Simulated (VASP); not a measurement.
# CsLiMoO4 (F-43m) in VASP: phonons with LDA

Aim: the phonons of CsLiMoO4 with LDA.

Everything below comes from runs of VASP 6.6.1. Logs are shortened: lines on timing, memory, paths and dates and some standing lists are left out, and cuts for length are marked.

## 1. Starting point

It takes space group F-43m (No. 216, cubic). Conventional cell: a = 8.250 Å, b = 8.250 Å, c = 8.250 Å, α = 90.00°, β = 90.00°, γ = 90.00°. Cs (site symmetry -43m) is surrounded by 12 O at 3.43 Å and 4 Li at 3.57 Å. Li (site symmetry -43m) is surrounded by 4 O at 1.82 Å. Around Mo (site symmetry -43m) lie 4 O at 1.76 Å. O (site symmetry 3m) has 1 Mo at 1.76 Å and 1 Li at 1.82 Å as nearest neighbours.

The cell comes from a database or a generator and needn't be the stable form of this composition.

## 2. Phonons, LDA

Contents of POSCAR:

```
CsLiMoO4
1.0
    0.0000000000      4.1252109307      4.1252109307
    4.1252109307      0.0000000000      4.1252109307
    4.1252109307      4.1252109307      0.0000000000
  Cs              Li              Mo              O
     1     1     1     4
Direct
     0.7500000000000000    0.7500000000000000    0.7500000000000000
     0.5000000000000000    0.5000000000000000    0.5000000000000000
     0.2500000000000000    0.2500000000000000    0.2500000000000000
     0.8810975546385620    0.3729674817871507    0.3729674817871507
     0.3729674817871507    0.3729674817871507    0.8810975546385620
     0.3729674817871507    0.8810975546385620    0.3729674817871507
     0.3729674817871507    0.3729674817871507    0.3729674817871507
```

Contents of INCAR.step1:

```
  ALGO = Normal
  EDIFF = 1E-8
  EDIFFG = -0.002
  ENCUT = 600
  IBRION = 2
  ISIF = 3
  ISMEAR = 0
  KPAR = 2
  LASPH = True
  LCHARG = False
  LREAL = False
  LWAVE = False
  NELM = 80
  NSW = 40
  PREC = Accurate
  SIGMA = 0.03
```

Contents of INCAR.step2:

```
  ALGO = Normal
  EDIFF = 1E-8
  ENCUT = 600
  IBRION = 6
  ISIF = 2
  ISMEAR = 0
  KPAR = 2
  LASPH = True
  LCHARG = False
  LREAL = False
  LWAVE = False
  NELM = 80
  NFREE = 2
  NSW = 1
  POTIM = 0.015
  PREC = Accurate
  SIGMA = 0.03
```

Contents of KPOINTS:

```
k-points
0
Gamma
  6 6 6
```

Potentials or basis: VASP PAW LDA potentials, release 64 (Cs_sv, Li_sv, Mo_sv, O).

Command:

```bash
$ cat potpaw_LDA.64/Cs_sv/POTCAR potpaw_LDA.64/Li_sv/POTCAR potpaw_LDA.64/Mo_sv/POTCAR potpaw_LDA.64/O/POTCAR > POTCAR
$ cp INCAR.step1 INCAR
$ mpirun -np 2 vasp_std > vasp.out
$ cp CONTCAR POSCAR
$ cp INCAR.step2 INCAR
$ mpirun -np 2 vasp_std > vasp.out
```

OUTCAR:

```text
EDIFF = 1E-8
   ENCUT = 600
   IBRION = 6
   ISIF = 2
   ISMEAR = 0
   LASPH = True
   LREAL = False
   NELM = 80
   NFREE = 2
   NSW = 1
   POTIM = 0.015
   PREC = Accurate

 ion  position               nearest neighbor table
   1  0.750  0.750  0.750-
   2  0.500  0.500  0.500-   7 1.82   5 1.82   6 1.82   4 1.82
   3  0.250  0.250  0.250-   4 1.76   5 1.76   6 1.76   7 1.76
   4  0.881  0.373  0.373-   3 1.76   2 1.82
   5  0.373  0.373  0.881-   3 1.76   2 1.82
   6  0.373  0.881  0.373-   3 1.76   2 1.82
   7  0.373  0.373  0.373-   3 1.76   2 1.82

  LATTYP: Found a face centered cubic cell.
 ALAT       =     8.2503961098

  Lattice vectors:

 A1 = (   0.0000000000,   4.1251980549,   4.1251980549)
 A2 = (   4.1251980549,   0.0000000000,   4.1251980549)
 A3 = (   4.1251980549,   4.1251980549,   0.0000000000)

Analysis of symmetry for initial positions (statically):
=====================================================================
 Subroutine PRICEL returns:
 Original cell was already a primitive cell.

 Routine SETGRP: Setting up the symmetry group for a
 face centered cubic supercell.

 Subroutine GETGRP returns: Found 24 space group operations
 (whereof 24 operations were pure point group operations)
 out of a pool of 48 trial point group operations.

The static configuration has the point symmetry T_d .

Analysis of symmetry for dynamics (positions and initial velocities):
=====================================================================
 Subroutine PRICEL returns:
 Original cell was already a primitive cell.

 Routine SETGRP: Setting up the symmetry group for a
 face centered cubic supercell.

 Subroutine GETGRP returns: Found 24 space group operations
 (whereof 24 operations were pure point group operations)
 out of a pool of 48 trial point group operations.

The dynamic configuration has the point symmetry T_d .

 Subroutine INISYM returns: Found 24 space group operations
 (whereof 24 operations are pure point group operations),
 and found     1 'primitive' translations

----------------------------------------------------------------------------------------

                                     Primitive cell

  volume of cell :     140.3991

  direct lattice vectors                    reciprocal lattice vectors
     0.000000000  4.125198055  4.125198055    -0.121206302  0.121206302  0.121206302
     4.125198055  0.000000000  4.125198055     0.121206302 -0.121206302  0.121206302
     4.125198055  4.125198055  0.000000000     0.121206302  0.121206302 -0.121206302

  length of vectors
     5.833911037  5.833911037  5.833911037     0.209935473  0.209935473  0.209935473

  position of ions in fractional coordinates (direct lattice)
     0.750000000  0.750000000  0.750000000
     0.500000000  0.500000000  0.500000000
     0.250000000  0.250000000  0.250000000
     0.881112538  0.372962487  0.372962487
     0.372962487  0.372962487  0.881112538
     0.372962487  0.881112538  0.372962487
     0.372962487  0.372962487  0.372962487

  ion indices of the primitive-cell ions
   primitive index   ion index
                 1           1
                 2           2
                 3           3
                 4           4
                 5           5
                 6           6
                 7           7

----------------------------------------------------------------------------------------

 KPOINTS: k-points

Automatic generation of k-mesh.
 Grid dimensions read from file:
 generate k-points for:    6    6    6

 Generating k-lattice:

  Cartesian coordinates                     Fractional coordinates (reciprocal lattice)
    -0.020201050  0.020201050  0.020201050     0.166666667  0.000000000  0.000000000
     0.020201050 -0.020201050  0.020201050     0.000000000  0.166666667  0.000000000
     0.020201050  0.020201050 -0.020201050     0.000000000  0.000000000  0.166666667

  Length of vectors
     0.034989245  0.034989245  0.034989245

  Shift w.r.t. Gamma in fractional coordinates (k-lattice)
     0.000000000  0.000000000  0.000000000

[... 29 lines left out ...]
   NGX,Y,Z   is equivalent  to a cutoff of  13.68, 13.68, 13.68 a.u.
   NGXF,Y,Z  is equivalent  to a cutoff of  27.36, 27.36, 27.36 a.u.
 SYSTEM =  unknown system
   PREC   = accura    normal or accurate (medium, high low for compatibility)
   ISTART =      0    job   : 0-new  1-cont  2-samecut
   ICHARG =      2    charge: 1-file 2-atom 10-const
   ISPIN  =      1    spin polarized calculation?
   LNONCOLLINEAR =      F non collinear calculations
   LSORBIT =      F    spin-orbit coupling
   LASPH  =      T    aspherical Exc in radial PAW
   ENCUT  =  600.0 eV  44.10 Ry    6.64 a.u.  11.65 11.65 11.65*2*pi/ulx,y,z
   NELM   =     80;   NELMIN=  2; NELMDL=  0     # of ELM steps
   EDIFF  = 0.1E-07   stopping-criterion for ELM
   LREAL  =      F    real-space projection
   EDIFFG = 0.1E-06   stopping-criterion for IOM
   NSW    =    121    number of steps for IOM
   IBRION =      6    ionic relax: 0-MD 1-quasi-New 2-CG
   NFREE  =      2    steps in history (QN), initial steepest desc. (CG)
   ISIF   =      2    stress and relaxation
   ISYM   =      2    0-nonsym 1-usesym 2-fastsym
   POTIM  = 0.0150    time-step for ionic-motion
   TEBEG  =    0.0;   TEEND  =   0.0 temperature during run
   PSTRESS=    0.0 pullay stress
   NELECT =      50.0000    total number of electrons
   NUPDOWN=      -1.0000    fix difference up-down
   EMIN   =  10.00;   EMAX   =-10.00  energy-range for DOS
   EFERMI =   0.00;   METHOD = LEGACY
   ISMEAR =     0;   SIGMA  =   0.03  broadening in eV -4-tet -1-fermi 0-gaus
   EFERMI_NEDOS =   21; number of points for ismear=-14 and -15
   IALGO  =     38    algorithm
   IMIX   =      4    mixing-type and parameters
     AMIX     =   0.40;   BMIX     =  1.00
     AMIX_MAG =   1.60;   BMIX_MAG =  1.00
  volume/ion in A,a.u.               =      20.06       135.35
  Fermi-wavevector in a.u.,A,eV,Ry     =   1.160406  2.192850 18.320823  1.346542
  Thomas-Fermi vector in A             =   2.296989
   LORBIT       =      0    0 simple, 1 ext, 2 COOP (PROOUT), +10 PAW based schemes
   GGA     = CA    functional components
   LHFCALC =     F    Hartree Fock is set to
   AEXX    =    0.0000 exact exchange contribution
   IVDW    =     0    specifies the selected vdW correction
   LEPSILON=     F    determine dielectric tensor
   LRPA    =     F    only Hartree local field effects (RPA)
 finite differences with symmetry
 non-spin polarized calculation
 Gauss-broadening in eV      SIGMA  =   0.03
  energy-cutoff  :      600.00
  volume of cell :      140.40
 maximum number of plane-waves:      4720
 NGX is ok and might be reduce to    48
   NGX = 23   NGY = 23   NGZ = 23

--------------------------------------- Ionic step        1  -------------------------------------------

 number of electron      50.0000008 magnetization

 Free energy of the ion-electron system (eV)
  ---------------------------------------------------
  ext. energy  EPLUGINS =         0.00000000
  ---------------------------------------------------
  free energy    TOTEN  =       -53.09895805 eV

  energy without entropy =      -53.09895805  energy(sigma->0) =      -53.09895805

------------------------ aborting loop because EDIFF is reached ----------------------------------------

  FORCE on cell =-STRESS in cart. coord.  units (eV):
  Direction    XX          YY          ZZ          XY          YZ          ZX
  --------------------------------------------------------------------------------------
  -------------------------------------------------------------------------------------
  Total        0.0056194      0.0056194      0.0056194      0.0000000      0.0000000      0.0000000
  in kB        0.0641262      0.0641262      0.0641262      0.0000000      0.0000000      0.0000000
  external PRESSURE =       0.0641262 kB  Pullay stress =       0.0000000 kB
[... 315 lines left out ...]
--------------------------------------- Ionic step        9  -------------------------------------------

 number of electron      50.0000007 magnetization

 Free energy of the ion-electron system (eV)
  ---------------------------------------------------
  ext. energy  EPLUGINS =         0.00000000
  ---------------------------------------------------
  free energy    TOTEN  =       -53.09714015 eV

  energy without entropy =      -53.09714015  energy(sigma->0) =      -53.09714015

 E-fermi :  -0.7012     XC(G=0):  -8.5484

 val. band max:       -0.8936876533   @ k =   0.5000   0.0000   0.0000
 cond. band min:       3.5609453660   @ k =   0.0000   0.5000   0.5000
 fundamental gap:      4.4546330193
 Fermi energy:        -0.7012036591

 k-point     1 :       0.0000    0.0000    0.0000
  band No.  band energies     occupation
      1     -60.7459      2.00000
      2     -40.9626      2.00000
      3     -35.3569      2.00000
      4     -35.3322      2.00000
      5     -35.3308      2.00000
      6     -19.8095      2.00000
[... 781 lines left out ...]
     29       5.4361      0.00000
     30       5.7542      0.00000

 [... further k-points ...]

------------------------ aborting loop because EDIFF is reached ----------------------------------------

  FORCE on cell =-STRESS in cart. coord.  units (eV):
  Direction    XX          YY          ZZ          XY          YZ          ZX
  --------------------------------------------------------------------------------------
  -------------------------------------------------------------------------------------
  Total        0.2696052      0.1940395      0.1940395     -0.1417579      0.1361786     -0.1417579
  in kB        3.0766236      2.2142992      2.2142992     -1.6176831      1.5540146     -1.6176831
  external PRESSURE =       2.5017407 kB  Pullay stress =       0.0000000 kB
[... 22 lines left out ...]
  FREE ENERGIE OF THE ION-ELECTRON SYSTEM (eV)
  ---------------------------------------------------
  free  energy   TOTEN  =       -53.0971401480 eV

  energy  without entropy=      -53.0971401480  energy(sigma->0) =      -53.09714015

 INTERNAL STRAIN TENSORS FROM DISPLACED ATOMS
 ============================================

 INTERNAL STRAIN TENSOR FOR ION    1 for displacements in x,y,z  (eV/Angst):
          X           Y           Z          XY          YZ          ZX
  --------------------------------------------------------------------------------
  x     0.00000    -0.00000    -0.00000     0.00000    -0.18003     0.00000
  y     0.00000    -0.00000     0.00000     0.00000     0.00000    -0.18003
  z     0.00000     0.00000     0.00000    -0.18003     0.00000     0.00000

 INTERNAL STRAIN TENSOR FOR ION    7 for displacements in x,y,z  (eV/Angst):
          X           Y           Z          XY          YZ          ZX
  --------------------------------------------------------------------------------
  x   -17.60447   -12.18434   -12.18434    -9.30819    -8.75341    -9.30819
  y   -12.18434   -17.60447   -12.18434    -9.30819    -9.30819    -8.75341
  z   -12.18434   -12.18434   -17.60447    -8.75341    -9.30819    -9.30819

 Eigenvectors and eigenvalues of the dynamical matrix
 ----------------------------------------------------

   1 f  =   29.089173 THz   182.772666 2PiTHz  970.310375 cm-1   120.303100 meV
             X         Y         Z           dx          dy          dz
      6.187797  6.187797  6.187797    -0.000000   -0.000000    0.000000
      4.125198  4.125198  4.125198     0.000000    0.000000    0.000000
      2.062599  2.062599  2.062599    -0.000000    0.000000    0.000000
      3.077088  5.173308  5.173308    -0.288675    0.288675    0.288675
      5.173308  5.173308  3.077088     0.288675    0.288675   -0.288675
      5.173308  3.077088  5.173308     0.288675   -0.288675    0.288675
      3.077088  3.077088  3.077088    -0.288675   -0.288675   -0.288675
[... 191 lines left out ...]
  21 f/i=    2.908862 THz    18.276921 2PiTHz   97.029201 cm-1    12.030082 meV
             X         Y         Z           dx          dy          dz
      6.187797  6.187797  6.187797     0.000000   -0.000000   -0.000000
      4.125198  4.125198  4.125198    -0.000000   -0.000000   -0.000000
      2.062599  2.062599  2.062599    -0.000000   -0.000000   -0.000000
      3.077088  5.173308  5.173308     0.324509    0.418152   -0.093643
      5.173308  5.173308  3.077088     0.366188   -0.418152   -0.051964
      5.173308  3.077088  5.173308    -0.366188   -0.272544    0.093643
      3.077088  3.077088  3.077088    -0.324509    0.272544    0.051964

 ELASTIC MODULI CONTR FROM IONIC RELAXATION (kBar)
 Direction    XX          YY          ZZ          XY          YZ          ZX
 --------------------------------------------------------------------------------
 XX        -661.3746   -395.1477   -395.1477      0.0000      0.0000      0.0000
 YY        -395.1477   -661.3746   -395.1477     -0.0000      0.0000      0.0000
 ZZ        -395.1477   -395.1477   -661.3746      0.0000      0.0000      0.0000
 XY           0.0000      0.0000      0.0000   -463.5111      0.0000      0.0000
 YZ           0.0000      0.0000     -0.0000      0.0000   -463.5111     -0.0000
 ZX           0.0000      0.0000     -0.0000      0.0000     -0.0000   -463.5111
 --------------------------------------------------------------------------------
```

Run time: 10 min. Hardware: 2 MPI ranks of Intel Xeon Platinum 8488C (Sapphire Rapids), shared host; peak memory 0.67 GiB.

What came out:

```yaml
Highest_phonon_frequency_at_Γ_LO-TO_splitting_left_out: 970 cm⁻¹
Most_unstable_mode: 97i cm⁻¹
```

Phonon frequencies in cm⁻¹ (negative: imaginary):
| q point | frequencies |
| --- | --- |
| (0.000, 0.000, 0.000) | -97 -97 -97 0 0 0 41 41 41 293 293 321 321 321 529 529 529 895 895 895 970 |

Caveat: the cutoff is under 1.25 times the usual one of these potentials, so pressure, stress and relaxed cells hold a basis-set (Pulay) error; some modes are imaginary.
